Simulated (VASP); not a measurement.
Here is a VASP 6.6.1 calculation.

Contents of INCAR:

```
PREC = Accurate ; ENCUT = 520
EDIFF = 1E-7 ; ISMEAR = 0
SIGMA = 0.15 ; LREAL = F
LASPH = T ; NELM = 100
ALGO = Fast ; ISIF = 2
LWAVE = F ; LCHARG = F
GGA = CA ; NBANDS = 10
```

File KPOINTS:

```
regular mesh
0
Gamma
  18 18 18
```

The input POSCAR:

```
LiMg
1.0
    1.5457510101      0.8924397618      5.0810520986
   -1.5457510101      0.8924397618      5.0810520986
    0.0000000000     -1.7848795236      5.0810520986
Li Mg
1 1
Direct
    0.0000000000      0.0000000000      0.0000000000
    0.5000000000      0.5000000000      0.5000000000
```

Potentials or basis: VASP PAW LDA potentials, release 64 (Li_sv, Mg).

Run with:

```bash
$ cat potpaw_LDA.64/Li_sv/POTCAR potpaw_LDA.64/Mg/POTCAR > POTCAR
$ mpirun -np 1 vasp_std > vasp.out
```

(1) Predict the band gap on the k mesh.

Results:

(1) none (metal or under the smearing width).
